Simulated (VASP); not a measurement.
All values below come from revTPSS meta-GGA, VASP's PBE PAW potentials (set 64) (plane waves; VASP 6.6.1).

VASP input:

**INCAR**
```
ALGO  =  Normal
EDIFF  =  1E-7
EDIFFG  =  -0.01
ENCUT  =  520
IBRION  =  2
ISIF  =  4
ISMEAR  =  0
LASPH  =  .TRUE.
LCHARG  =  .FALSE.
LMIXTAU  =  .TRUE.
LREAL  =  .FALSE.
LWAVE  =  .FALSE.
METAGGA  =  RTPSS
NELM  =  100
NSW  =  30
PREC  =  Accurate
SIGMA  =  0.05
SYSTEM  =  BN
```

File POSCAR:
```
BN
1
    1.3002250615    -2.2520560925     0.0000000000
    1.3002250615     2.2520560925     0.0000000000
    0.0000000000     0.0000000000     4.3011857807
B N
2 2
Direct
  0.6666670000   0.3333330000   0.5003271722
  0.3333330000   0.6666670000   0.0003271722
  0.6666670000   0.3333330000   0.8746728278
  0.3333330000   0.6666670000   0.3746728278
```

File KPOINTS:
```
Automatic mesh
0
Gamma
10 10 5
0 0 0
```

POTCAR, in this order: B N (PBE.64 set). Program: vasp_std.

The run wrote:

OSZICAR:
```
       N       E                     dE             d eps       ncg     rms          rms(c)
DAV:   1     0.512119350195E+02    0.51212E+02   -0.87019E+03  1008   0.133E+03
DAV:   2    -0.319823775938E+02   -0.83194E+02   -0.76743E+02  1432   0.269E+02
DAV:   3    -0.344680212165E+02   -0.24856E+01   -0.24715E+01  1332   0.463E+01
DAV:   4    -0.344807339812E+02   -0.12713E-01   -0.12707E-01  1212   0.324E+00
DAV:   5    -0.344808507853E+02   -0.11680E-03   -0.11675E-03  1320   0.272E-01    0.108E+01
DAV:   6    -0.393802894652E+02   -0.48994E+01   -0.18415E+01  1016   0.470E+01    0.615E+00
DAV:   7    -0.399361467211E+02   -0.55586E+00   -0.72354E-01  1140   0.102E+01    0.416E+00
DAV:   8    -0.397273467362E+02    0.20880E+00   -0.18094E+00  1240   0.112E+01    0.168E+00
DAV:   9    -0.397332574121E+02   -0.59107E-02   -0.55429E-02  1136   0.304E+00    0.139E+00
DAV:  10    -0.395216966367E+02    0.21156E+00   -0.13571E-01  1016   0.445E+00    0.593E-01
DAV:  11    -0.397233547772E+02   -0.20166E+00   -0.97206E-02  1016   0.414E+00    0.225E-01
DAV:  12    -0.397222866713E+02    0.10681E-02   -0.68608E-03  1328   0.713E-01    0.140E-01
DAV:  13    -0.397222160396E+02    0.70632E-04   -0.21787E-03  1132   0.487E-01    0.799E-02
DAV:  14    -0.397225375679E+02   -0.32153E-03   -0.40247E-04  1156   0.226E-01    0.956E-02
DAV:  15    -0.397225589313E+02   -0.21363E-04   -0.43147E-05  1224   0.600E-02    0.498E-02
DAV:  16    -0.397225464725E+02    0.12459E-04   -0.87017E-06  1100   0.408E-02    0.629E-03
DAV:  17    -0.397225647106E+02   -0.18238E-04   -0.10682E-05  1184   0.324E-02    0.107E-02
DAV:  18    -0.397225633961E+02    0.13146E-05   -0.89206E-07  1144   0.118E-02    0.581E-03
DAV:  19    -0.397225652178E+02   -0.18217E-05   -0.27883E-07  1016   0.498E-03    0.226E-04
DAV:  20    -0.397225646990E+02    0.51880E-06   -0.22183E-08   560   0.188E-03    0.362E-04
DAV:  21    -0.397225652857E+02   -0.58667E-06   -0.63749E-09   540   0.121E-03    0.928E-05
DAV:  22    -0.397225651688E+02    0.11690E-06   -0.14487E-09   528   0.342E-04    0.387E-05
DAV:  23    -0.397225652200E+02   -0.51228E-07   -0.23846E-10   528   0.174E-04
   1 F= -.39722565E+02 E0= -.39722565E+02  d E =-.397226E+02
       N       E                     dE             d eps       ncg     rms          rms(c)
DAV:   1    -0.397222817766E+02    0.28339E-03   -0.51878E-02  1128   0.223E+00    0.378E-02
DAV:   2    -0.397225308422E+02   -0.24907E-03   -0.78790E-04  1264   0.284E-01    0.259E-02
DAV:   3    -0.397225661071E+02   -0.35265E-04   -0.42197E-05  1160   0.738E-02    0.122E-02
DAV:   4    -0.397225660748E+02    0.32286E-07   -0.13216E-05  1436   0.528E-02    0.435E-03
DAV:   5    -0.397225808602E+02   -0.14785E-04   -0.52752E-06  1072   0.325E-02    0.278E-03
DAV:   6    -0.397225796436E+02    0.12166E-05   -0.11635E-06  1204   0.148E-02    0.909E-04
DAV:   7    -0.397225818065E+02   -0.21629E-05   -0.39852E-07  1096   0.892E-03    0.237E-04
DAV:   8    -0.397225818271E+02   -0.20566E-07   -0.11194E-08   544   0.128E-03
   2 F= -.39722582E+02 E0= -.39722582E+02  d E =-.166071E-04
       N       E                     dE             d eps       ncg     rms          rms(c)
DAV:   1    -0.397226218631E+02   -0.40057E-04   -0.12115E-02  1128   0.108E+00    0.183E-02
DAV:   2    -0.397226838402E+02   -0.61977E-04   -0.18403E-04  1264   0.137E-01    0.125E-02
DAV:   3    -0.397226898016E+02   -0.59614E-05   -0.97958E-06  1152   0.356E-02    0.594E-03
DAV:   4    -0.397226899311E+02   -0.12960E-06   -0.30743E-06  1444   0.254E-02    0.210E-03
DAV:   5    -0.397226921747E+02   -0.22435E-05   -0.12479E-06  1076   0.157E-02    0.133E-03
DAV:   6    -0.397226923801E+02   -0.20541E-06   -0.28015E-07  1192   0.718E-03    0.457E-04
DAV:   7    -0.397226925676E+02   -0.18748E-06   -0.88655E-08   700   0.430E-03    0.990E-05
DAV:   8    -0.397226925780E+02   -0.10445E-07   -0.64574E-09   540   0.948E-04
   3 F= -.39722693E+02 E0= -.39722693E+02  d E =-.127358E-03
```

OUTCAR:
```
------------------------ aborting loop because EDIFF is reached ----------------------------------------
  FORCE on cell =-STRESS in cart. coord.  units (eV):
  Direction    XX          YY          ZZ          XY          YZ          ZX
  --------------------------------------------------------------------------------------
  Total       -3.1156794     -3.1156800     -3.1120346      0.0000000      0.0000000      0.0000000
  in kB     -198.1743334   -198.1743714   -197.9425072      0.0000000      0.0000000      0.0000000
  external PRESSURE =    -198.0970706 kB  Pullay stress =       0.0000000 kB
  volume of cell :       25.19
      direct lattice vectors                 reciprocal lattice vectors
     1.300368901 -2.252305221 -0.000000000     0.384506273 -0.221994779 -0.000000000
     1.300368901  2.252305221  0.000000000     0.384506273  0.221994779  0.000000000
     0.000000000 -0.000000000  4.300234306     0.000000000 -0.000000000  0.232545468
  FREE ENERGIE OF THE ION-ELECTRON SYSTEM (eV)
  ---------------------------------------------------
  free  energy   TOTEN  =       -39.7226925780 eV

  energy  without entropy=      -39.7226925780  energy(sigma->0) =      -39.72269258

 reached required accuracy - stopping structural energy minimisation
```
(Selected blocks of OUTCAR.)

**CONTCAR**
```
BN
   1.00000000000000
     1.3003689006413262   -2.2523052205407037   -0.0000000000000000
     1.3003689006413262    2.2523052205407037    0.0000000000000000
     0.0000000000000000   -0.0000000000000000    4.3002343062831532
  B               N
     2     2
Direct
     0.6666669999999968    0.3333330000000032    0.5000410317338825
     0.3333330000000032    0.6666669999999968    0.0000410317338824
     0.6666669999999968    0.3333330000000032    0.8749589682661175
     0.3333330000000032    0.6666669999999968    0.3749589682661175
```

The compound is BN in the wurtzite structure, a metastable high-pressure form. This cell is one point of a volume scan, at 1.06 of the reference volume. Symmetry was kept, so distortions that lower it aren't found.
